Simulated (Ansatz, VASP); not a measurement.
## NbTe: VASP beside Ansatz

```
CELL_PARAMETERS angstrom
3.67812 0.00000 0.00000
-1.83906 3.18535 0.00000
0.00000 0.00000 3.66942
ATOMIC_POSITIONS crystal
Te 0.66667 0.33333 0.00000
Nb 0.00000 0.00000 0.50000
```

Change from the starting cell: volume scaled by 0.98.

Alike in both runs: task single point; functional PBEsol; k mesh 8 × 8 × 7; occupations fermi-dirac, width 0.05 eV; no spin polarisation.

|  | VASP | Ansatz |
| --- | --- | --- |
| version | VASP 6.6.1 | Ansatz 0.2.0 |
| potentials or method | VASP PAW PBE potentials, release 64 (Te, Nb_sv), cutoff 520 eV | all-electron LAPW, scalar-relativistic |

|  | VASP | Ansatz | Ansatz less VASP |
| --- | --- | --- | --- |
| gap on the k mesh at the Fermi level (eV) | none | none | - |
| pressure (GPa) | -3.0 | -2.9 | +0.09 |
| largest component of the traceless stress (GPa) | 0.44 | 0.46 | +0.024 |

A gap of «none» marks a metal or a gap that the smearing closes. Ansatz ran all-electron here, so the differences hold the error of VASP's frozen core and of both bases.

Caveats: the PAW data sets were made with another functional, which shifts forces and pressure a little (VASP). Spin-orbit coupling is left out, which matters for the levels of Te.
